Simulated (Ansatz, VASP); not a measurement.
# Hf (Hafnium) in two plane-wave programs

Wanted: the spread between two codes on one cell, functional and k mesh. The cell is taken from a series of runs on this material, whose earlier steps may have relaxed, scaled, displaced or heated it; both programs get it as it stands.

Method: plane waves, with VASP 6.6.1 beside it; zone-centre phonons at PBEsol, in Ansatz 0.2.0.

### Step 1. The starting structure

It takes space group P6_3/mmc (No. 194, hexagonal). Conventional cell: a = 3.143 Å, b = 3.143 Å, c = 5.095 Å, α = 90.00°, β = 90.00°, γ = 120.00°. Nearest to Hf lie 12 Hf at 3.13 to 3.14 Å.

Structure file:

```cif
data_structure
_symmetry_space_group_name_H-M 'P 1'
_symmetry_Int_Tables_number 1
_cell_length_a 3.1434
_cell_length_b 3.1434
_cell_length_c 5.0953
_cell_angle_alpha 90.000
_cell_angle_beta 90.000
_cell_angle_gamma 120.000
_cell_volume 43.60
loop_
_atom_site_label
_atom_site_type_symbol
_atom_site_fract_x
_atom_site_fract_y
_atom_site_fract_z
_atom_site_occupancy
Hf1 Hf 0.33333 0.66667 0.25000 1
Hf2 Hf 0.66667 0.33333 0.75000 1
```

### Step 2. Ansatz: zone-centre phonons, PBEsol

Ansatz runs on its PAW soft_1 files.

Second derivatives magnify differences that forces hide, and they need a tight electronic threshold.

input.yaml reads:

```yaml
crystal:
  lattice:
    - [3.1434150428, 0.0, 0.0]
    - [-1.5717075214, 2.7222772817, 0.0]
    - [0.0, 0.0, 5.095287485]
  atoms:
    - { symbol: Hf, position: [0.333333335, 0.666666665, 0.25] }
    - { symbol: Hf, position: [0.666666665, 0.333333335, 0.75] }
kpoints:
  mp_grid: { grid: [15, 15, 8] }
hamiltonian:
  xc: pbesol
  pseudopotentials: { kind: paw, azcp: { folder: soft_1 }, xc_functional: pbe }
scf:
  occupations: { method: methfessel_paxton, width: 0.2 }
output:
  eigenvalues: true
phonons:
  method: dfpt
```

Command:

```bash
$ ansatz run input.yaml --threads 4 --pin off --max-ram 10240MiB --backend cpu --events-out ev --progress --plain --runs-dir out
```

Numbers of over 12 decimals in the logs are rounded to 6 here.

The program printed:

```text
zone centre: on kpoints.mp_grid the ground state, and the responses unless they are solved on pairs of k-points, stand on 320 of the mesh's 1800 k-points, reduced under 4 symmetry operations, with k and −k counted as one. Each operation leaves every solved displacement unchanged or reverses it
Engine: ansatz 0.2.0, x86_64-unknown-linux-gnu
Pseudopotentials: kind: paw
Pseudopotential: Hf, paw, valence charge 26, recommended cutoff 420 eV (normal), soft_1/Hf.paw.azcp
Functional definition: PBEsol
  exchange = pbesol_x
  correlation = pbesol_c
Crystal: 2 atoms, lattice volume = 43.602 Å³
Basis set: ecut = 420 eV, 845 PW (Γ), exchange–correlation on 48×48×72 points (8 copies of the dense FFT grid, shifted against one another)
Bands: 32, of which v1, the nominal top of the filled ones, is band 26 counted from 1 (25 counted from 0)
Symmetry: 24 space group operations
k-points: 320 of 1800 (irreducible under 4 space group operations, time reversal used)
Non-local potential: Hf, projectors of the file, l = 0: 3, l = 1: 2, l = 2: 2, l = 3: 3
PAW form: soft (Blöchl's): semilocal exchange-correlation on the pseudo side does not see the compensation charge
PAW frozen core: Hf, regenerated for the run's functional, and the local potential with it (the file was generated under x = pbe(κ = 0.804, μ = 0.219515), c = pbe(β = 0.066725))
PAW one-centre angular grid: Hf, 590 points (default); XC on 64 Gauss nodes
Initial density: superposition of atomic densities (chi_scale 0.1, normalization cell)
Initial wavefunctions: pseudopotential atomic-orbital guess
Functional: x = pbesol(κ = 0.804, μ = 0.123457), c = pbesol(β = 0.046)
SCF iter   1: F=—  HF=-31197.845746 eV  |F-HF|=—  |Δ(HF+E_count)|=         —  Δρ=3.61e-2  dr2=6.78e-1  ethr=3.10e-3  ⟨swp⟩=4.9  Hψ=34809  notcnv=0
preconditioner: auto → Kerker (q_TF=auto, 2.810 Å⁻¹)  [metal: Δε(μ)=0.005 eV  Ē_g=16.882 eV  σ=0.200 eV  W_gap=0.02  n_scr=22 (ndim 8)  ℏωp=39.0 eV  f_vac=0.000  D(μ)=1.33/eV (n_scr^D=8)]
SCF iter   2: F=—  HF=-31197.697520 eV  |F-HF|=—  |Δ(HF+E_count)|=   1.48e-1  S|Δr|=    0.00e0  Δρ=2.27e-2  dr2=2.64e-1  ethr=1.30e-3  ⟨swp⟩=2.9  Hψ=19978  notcnv=0  defer=130
SCF iter   3: F=—  HF=-31197.643048 eV  |F-HF|=—  |Δ(HF+E_count)|=   5.45e-2  S|Δr|=    0.00e0  Δρ=9.55e-3  dr2=4.70e-2  ethr=5.08e-4  ⟨swp⟩=2.0  Hψ=15909  notcnv=0  defer=130
SCF iter   4: F=—  HF=-31197.594668 eV  |F-HF|=—  |Δ(HF+E_count)|=   4.84e-2  S|Δr|=    0.00e0  Δρ=3.03e-3  dr2=1.93e-3  ethr=9.04e-5  ⟨swp⟩=2.0  Hψ=18446  notcnv=0  defer=131
SCF iter   5: F=—  HF=-31197.595824 eV  |F-HF|=—  |Δ(HF+E_count)|=   1.16e-3  S|Δr|=    0.00e0  Δρ=6.71e-4  dr2=1.87e-4  ethr=3.71e-6  ⟨swp⟩=2.2  Hψ=14774  notcnv=0  defer=131
SCF iter   6: F=—  HF=-31197.595985 eV  |F-HF|=—  |Δ(HF+E_count)|=   1.61e-4  S|Δr|=    0.00e0  Δρ=1.34e-4  dr2=5.76e-6  ethr=3.59e-7  ⟨swp⟩=2.1  Hψ=18610  notcnv=0  defer=131
SCF iter   7: F=—  HF=-31197.596003 eV  |F-HF|=—  |Δ(HF+E_count)|=   1.87e-5  S|Δr|=    0.00e0  Δρ=3.09e-5  dr2=3.75e-7  ethr=1.11e-8  ⟨swp⟩=2.4  Hψ=18739  notcnv=0  defer=131
SCF iter   8: F=—  HF=-31197.596004 eV  |F-HF|=—  |Δ(HF+E_count)|=   1.43e-7  S|Δr|=    0.00e0  Δρ=5.81e-6  dr2=1.36e-8  ethr=7.22e-10  ⟨swp⟩=2.6  Hψ=16519  notcnv=0  defer=147
SCF iter   9: F=—  HF=-31197.596004 eV  |F-HF|=—  |Δ(HF+E_count)|=   2.34e-9  S|Δr|=    0.00e0  Δρ=1.02e-6  dr2=3.44e-10  ethr=2.62e-11  ⟨swp⟩=2.5  Hψ=18419  notcnv=0  defer=147
SCF iter  10: F=—  HF=-31197.596004 eV  |F-HF|=—  |Δ(HF+E_count)|=  3.27e-11  S|Δr|=    0.00e0  Δρ=2.35e-7  dr2=1.57e-11  ethr=1.00e-12  ⟨swp⟩=2.5  Hψ=17357  notcnv=0  defer=147
SCF iter  11: F=-31197.596004 eV  HF=-31197.596004 eV  |F-HF|=7.28e-12  |Δ(HF+E_count)|=    0.00e0  S|Δr|=    0.00e0  Δρ=4.92e-8  dr2=5.10e-13  ethr=1.00e-12  ⟨swp⟩=10.2  Hψ=58429  notcnv=0
SCF 1 converged in 11 iterations: F = -31197.596004 eV  dr2 = 5.10e-13
  greatest PAW one-centre occupation: 0.998 electrons in one spin orbital (limit 2), on the Hf atom at site 1 (counted from 0), in its partial waves of l = 0
DFPT response loops at Γ: preconditioner auto → Kerker (q_TF=auto, 2.810 Å⁻¹) (partly filled bands, converged f_vac=0.000); β = 1.00, the filter's whole step (`scf.mixing.beta` (0.50) is not read by the response loops under this deck's `scf.mixing.preconditioner`; to damp them name `kerker` or `kerker_dos`, under which they read `scf.mixing.beta`, and type it under 1.00, their step now; both keys bind the ground state too); Broyden in place of MSR1
SCF converged after 11 iterations
Stability not checked: this state was not tested for a lower state beside it, because cold or Methfessel-Paxton smearing, or corrected tetrahedra, fill the levels in a way that the test cannot read (fill_not_monotonic; see scf.lower_state_search)
Free energy (F): -31197.596004 eV
Harris-Foulkes:  -31197.596004 eV  (|F-HF|=7.28e-12)
Internal energy: -31197.599709 eV  (E = F + TS)
E sigma→0 (E₀):  -31197.596930 eV
Entropy (-TS):   0.003705 eV (1.853 meV/atom)
Fermi energy:    18.528388 eV
--- Per-component energies (eV) ---
  E_band       = 4.525099
  E_kinetic    = 820.131971
  E_local      = -12497.058713  (includes V_loc(G=0)·N_el)
  E_nonlocal   = 129.182583
  E_hartree    = 6091.899082
  E_xc         = -529.635203
  E_vxc        = -509.702711  (∫ρ·V_xc dr)
  E_paw        = -15150.902184  (= ΣΔE_a)
  E_vpaw       = -121.826398  (= ΣTr[D̂ρ^β])
  E_aug_tail   = 0.000197  (compensation charges beyond the density's cutoff)
  E_ewald      = -10063.719554
  E_core_change = 2.502112  (= ΣΔE_core)
  E_smearing   = 0.003705  (= −TS)
  E_closure    = -0.000000  (closes the sum)
  Σ components = -31197.596004   (vs F -31197.596004, Δ=0.00e0)
--- Band table (eV; the first three rows and the last of 320) ---
  k-point 0: bands = [... 22 lower, 11.0460, 14.6587, 19.0767, 19.7337, 19.7371, 19.7371, 20.5218, 20.5218, ... 2 higher]
  k-point 1: bands = [... 22 lower, 11.1892, 14.5820, 18.8820, 19.6155, 19.6717, 19.6717, 20.4157, 20.4157, ... 2 higher]
  k-point 2: bands = [... 22 lower, 11.6027, 14.2999, 18.5294, 19.3006, 19.5744, 19.5744, 20.1630, 20.1630, ... 2 higher]
  k-point 319: bands = [... 22 lower, 15.5802, 15.5802, 17.7330, 17.7330, 18.5123, 18.5123, 20.7655, 20.7655, ... 2 higher]
--- Phonons (Γ-DFPT): 2 representative perturbations + reference, on 320 of 1800 k-points (Σ response iterations 6) ---
  k mesh reduced under 4 symmetry operations, with k and −k counted as one. Each operation leaves every solved displacement unchanged or reverses it
  ASR residual: 3.174e-5 → 0.000e0 eV/Å²; symmetrization residual: 3.701e-12 eV/Å²
  ASR residual per site (eV/Å²): 3.17e-5 3.17e-5
  Γ frequencies (cm⁻¹): 0.00 0.00 0.00 75.24 75.24 94.60
  non-analytic LO–TO correction: not included (Born effective charges unavailable; polar crystals: no LO–TO splitting at Γ)
```

### Step 3. VASP: zone-centre phonons, PBEsol

The same cell, functional, mesh and smearing now go to VASP, with its own data sets.

Lines of VASP's logs that name or quote its potential files are left out, and so is its time.

INCAR reads:

```
SYSTEM = Hf
PREC = Accurate
ENCUT = 500
EDIFF = 1E-08
NELM = 120
ISMEAR = 1
SIGMA = 0.2
LREAL = .FALSE.
ALGO = Normal
GGA = PS
NBANDS = 16
LASPH = .TRUE.
LORBIT = 11
LWAVE = .FALSE.
LCHARG = .FALSE.
ISIF = 2
IBRION = 8
GGA_COMPAT = .FALSE.
KPAR = 2
```

POSCAR reads:

```
Hf
1.0
    3.1434150428      0.0000000000      0.0000000000
   -1.5717075214      2.7222772817      0.0000000000
    0.0000000000      0.0000000000      5.0952874850
Hf
2
Direct
    0.3333333283      0.6666666617      0.2500000000
    0.6666666617      0.3333333283      0.7500000000
```

KPOINTS reads:

```
Automatic mesh
0
Gamma
15 15 8
0 0 0
```

Potentials, in the order of the species: Hf_pv (PBE family, release 64).

Command:

```bash
$ mpirun -np 2 vasp_std
```

The program printed:

```text
[banner, memory and clock lines left out]
running    2 mpi-ranks, on    1 nodes
 distrk:  each k-point on    1 cores,    2 groups
 distr:  one band on    1 cores,    1 groups

 POSCAR found type information on POSCAR Hf
 POSCAR found :  1 types and       2 ions
|                                                                             |
|               ----> ADVICE to this user running VASP <----                  |
|                                                                             |
|     You enforced a specific xc type in the INCAR file but a different       |
|     [... a line on the potential file left out ...]
|     I HOPE YOU KNOW WHAT YOU ARE DOING!                                     |
|                                                                             |

 LDA part: xc-table for (Slater+PW92), standard interpolation
 POSCAR, INCAR and KPOINTS ok, starting setup
 FFT: planning ... GRIDC
 FFT: planning ... GRID_SOFT
 FFT: planning ... GRID
 WAVECAR not read
 entering main loop
       N       E                     dE             d eps       ncg     rms          rms(c)
DAV:   1     0.464717980069E+02    0.46472E+02   -0.11359E+04  4344   0.116E+03
DAV:   2    -0.201352479703E+02   -0.66607E+02   -0.65169E+02  5696   0.248E+02
DAV:   3    -0.217468348602E+02   -0.16116E+01   -0.15976E+01  5776   0.265E+01
DAV:   4    -0.217588639560E+02   -0.12029E-01   -0.12027E-01  5256   0.282E+00
DAV:   5    -0.217590126426E+02   -0.14869E-03   -0.14868E-03  5808   0.260E-01    0.666E+01
DAV:   6    -0.212016531875E+02    0.55736E+00   -0.50566E-01  5208   0.472E+00    0.394E+01
DAV:   7    -0.210057169986E+02    0.19594E+00   -0.83584E-01  5272   0.584E+00    0.185E+00
DAV:   8    -0.209954369979E+02    0.10280E-01   -0.52567E-02  4960   0.158E+00    0.378E-01
DAV:   9    -0.209955391806E+02   -0.10218E-03   -0.11172E-03  5952   0.245E-01    0.195E-01
DAV:  10    -0.209955298682E+02    0.93124E-05   -0.43556E-05  5072   0.479E-02    0.199E-01
DAV:  11    -0.209955312616E+02   -0.13934E-05   -0.44395E-06  5904   0.152E-02    0.111E-02
DAV:  12    -0.209955313133E+02   -0.51738E-07   -0.36660E-07  5096   0.419E-03    0.402E-03
DAV:  13    -0.209955312399E+02    0.73401E-07   -0.97240E-09  4032   0.763E-04    0.127E-03
DAV:  14    -0.209955312215E+02    0.18387E-07   -0.87949E-10  3016   0.248E-04    0.115E-04
DAV:  15    -0.209955312210E+02    0.49408E-09   -0.13571E-10  2944   0.924E-05
   1 F= -.20995531E+02 E0= -.20996737E+02  d E =0.361867E-02
 Linear response reoptimize wavefunctions to high precision
DAV:   1    -0.209955312214E+02   -0.33538E-09   -0.25692E-11  2864   0.419E-05
DAV:   2    -0.209955312214E+02   -0.13415E-10   -0.58629E-12  2728   0.185E-05
 Linear response DOF=           2
 Linear response progress:
  Degree of freedom:   1/  2
       N       E                     dE             d eps       ncg     rms          rms(c)
RMM:   1    -0.200637963409E+00   -0.20064E+00    0.45935E+00 18614   0.120E+01
RMM:   2    -0.206252269770E+00   -0.56143E-02   -0.37958E-02 27725   0.122E+00    0.561E-01
RMM:   3    -0.205383449342E+00    0.86882E-03   -0.44550E-03 34964   0.268E-01    0.125E-01
RMM:   4    -0.205000491383E+00    0.38296E-03   -0.48613E-04 41189   0.917E-02    0.181E-01
RMM:   5    -0.204533323722E+00    0.46717E-03   -0.99550E-05 38067   0.436E-02    0.189E-02
RMM:   6    -0.204458818066E+00    0.74506E-04   -0.92566E-05 42861   0.149E-02    0.276E-02
RMM:   7    -0.204460514751E+00   -0.16967E-05   -0.55683E-05 37832   0.693E-03    0.330E-02
RMM:   8    -0.204452307056E+00    0.82077E-05   -0.10383E-05 39258   0.274E-03    0.115E-02
RMM:   9    -0.204450735920E+00    0.15711E-05   -0.13348E-05 41525   0.113E-03    0.284E-03
RMM:  10    -0.204451134654E+00   -0.39873E-06   -0.71196E-06 42156   0.335E-04    0.318E-04
RMM:  11    -0.204451383787E+00   -0.24913E-06   -0.41093E-06 40456   0.144E-04    0.584E-04
RMM:  12    -0.204451404264E+00   -0.20477E-07   -0.20375E-06 41352   0.677E-05    0.611E-05
RMM:  13    -0.204451447523E+00   -0.43259E-07   -0.10208E-06 40655   0.361E-05    0.671E-05
RMM:  14    -0.204451465809E+00   -0.18286E-07   -0.50250E-07 38737   0.224E-05    0.151E-05
RMM:  15    -0.204451473640E+00   -0.78305E-08   -0.26205E-07 34216   0.162E-05    0.150E-05
RMM:  16    -0.204451481563E+00   -0.79235E-08   -0.12928E-07 31815   0.133E-05    0.701E-06
RMM:  17    -0.204451480916E+00    0.64653E-09   -0.68021E-08 24343   0.113E-05    0.969E-07
 first order change of Fermi-energy  -0.37401E-05
 force on displaced ion       1 direction 1 :  -1.868  -0.000   0.000
 Linear response progress:
  Degree of freedom:   2/  2
       N       E                     dE             d eps       ncg     rms          rms(c)
RMM:   1    -0.245186665982E+00   -0.24519E+00    0.48043E+00  6440   0.123E+01
RMM:   2    -0.255551292857E+00   -0.10365E-01   -0.44397E-02  9557   0.126E+00    0.719E-01
RMM:   3    -0.254686396539E+00    0.86490E-03   -0.33262E-03 11128   0.285E-01    0.189E-01
RMM:   4    -0.254502433513E+00    0.18396E-03   -0.45483E-04 13374   0.987E-02    0.200E-01
RMM:   5    -0.254211403217E+00    0.29103E-03    0.12320E-04 12976   0.416E-02    0.524E-02
RMM:   6    -0.254098724894E+00    0.11268E-03    0.24863E-05 11761   0.203E-02    0.445E-02
RMM:   7    -0.254116094805E+00   -0.17370E-04   -0.76736E-06 12523   0.595E-03    0.215E-02
RMM:   8    -0.254120318607E+00   -0.42238E-05    0.23900E-05 13168   0.323E-03    0.422E-03
RMM:   9    -0.254111473058E+00    0.88455E-05    0.84177E-06 13284   0.179E-03    0.250E-03
RMM:  10    -0.254110840708E+00    0.63235E-06    0.73129E-06 13394   0.497E-04    0.557E-04
RMM:  11    -0.254111269340E+00   -0.42863E-06    0.26768E-06 13764   0.195E-04    0.135E-04
RMM:  12    -0.254111243050E+00    0.26290E-07    0.19534E-06 14307   0.699E-05    0.874E-05
RMM:  13    -0.254111389697E+00   -0.14665E-06    0.54638E-08 13417   0.351E-05    0.131E-05
RMM:  14    -0.254111290520E+00    0.99176E-07    0.10246E-06 13538   0.201E-05    0.878E-06
RMM:  15    -0.254111364237E+00   -0.73717E-07    0.19193E-07 12720   0.136E-05    0.151E-06
RMM:  16    -0.254111322296E+00    0.41942E-07    0.65264E-07  9708   0.104E-05    0.398E-07
RMM:  17    -0.254111338973E+00   -0.16677E-07    0.44111E-07  8280   0.907E-06    0.356E-07
RMM:  18    -0.254111338927E+00    0.45439E-10    0.47592E-07  7590   0.851E-06    0.750E-08
 first order change of Fermi-energy  -0.16201E-03
 force on displaced ion       1 direction 3 :  -0.000   0.000  -2.814
 Linear response finished
```

[end of part 1 of 2]

[Lines on the potential files, build, host, timing and source positions are cut from VASP's logs without a mark.]

[Logs are printed without paths, hosts, clocks, repeated set-up lines and the standing remarks that a program may print on its own settings, such as how far it seeks lower states.]

[Hosts, paths, dates, database ids (printed as entryN), source tags and the programs' standing remarks are cut or masked in the printed files.]
